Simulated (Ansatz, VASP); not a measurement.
## Two plane-wave programs on SiAu3

```
CELL_PARAMETERS angstrom
0.00000 3.32897 3.32897
3.32897 0.00000 3.32897
3.32897 3.32897 0.00000
ATOMIC_POSITIONS crystal
Au 0.50000 0.50000 0.50000
Au 0.75000 0.75000 0.75000
Au 0.25000 0.25000 0.25000
Si 0.00000 0.00000 0.00000
```

Change from the starting cell: volume scaled by 1.04.

Alike in both runs: task single point; functional PBE; k mesh 7 × 7 × 7; occupations fermi-dirac, width 0.05 eV; no spin polarisation.

```csv
,VASP,Ansatz
version,VASP 6.6.1,Ansatz 0.2.0
potentials or method,"VASP PAW PBE potentials, release 64 (Au, Si)",Ansatz PAW
plane-wave cutoff (eV),520,420
valence electrons in the cell,37,61
```

Ansatz gave:

| Quantity | Value |
| --- | --- |
| gap on the k mesh at the Fermi level (eV) | none |
| pressure (GPa) | -5.2 |

Which values does VASP return?

gap on the k mesh at the Fermi level (eV): none; pressure (GPa): -5.4.

A gap of «none» marks a metal or a gap that the smearing closes. With one functional, cell and mesh, what is left measures potentials, basis and numerics. The two sets of potentials don't hold the same shells in valence.

Spin-orbit coupling is left out, which matters for the levels of Au.
